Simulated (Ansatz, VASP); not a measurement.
# Two plane-wave programs on PIr

```xyz
2
Lattice="0.0000 2.4648 2.4648 2.4648 0.0000 2.4648 2.4648 2.4648 0.0000" Properties=species:S:1:pos:R:3 pbc="T T T"
Ir    0.0000    0.0000    0.0000
P     2.4648    2.4648    2.4648
```

Alike in both runs: task electric field gradients; functional PBE; k mesh 13 × 13 × 13; occupations fermi-dirac, width 0.05 eV; no spin polarisation.

```csv
,VASP,Ansatz
version,VASP 6.6.1,Ansatz 0.2.0
potentials or method,"VASP PAW PBE potentials, release 64 (Ir, P)","PAW with Ansatz's default frozen-core files, scalar-relativistic"
plane-wave cutoff (eV),520,420
valence electrons in the cell,14,22
```

|  | VASP | Ansatz | Ansatz less VASP |
| --- | --- | --- | --- |
| pressure (GPa) | 0.4 | 0.0 | -0.42 |
| Vzz of the field gradient on the site that differs most (V/Å²) | 0.0 | 0.0 | 0.00 |

The two sets of potentials don't hold the same shells in valence. Ansatz warned: «gradients_without_spin_orbit».

The runs have no spin-orbit coupling, so splittings on Ir are missing.
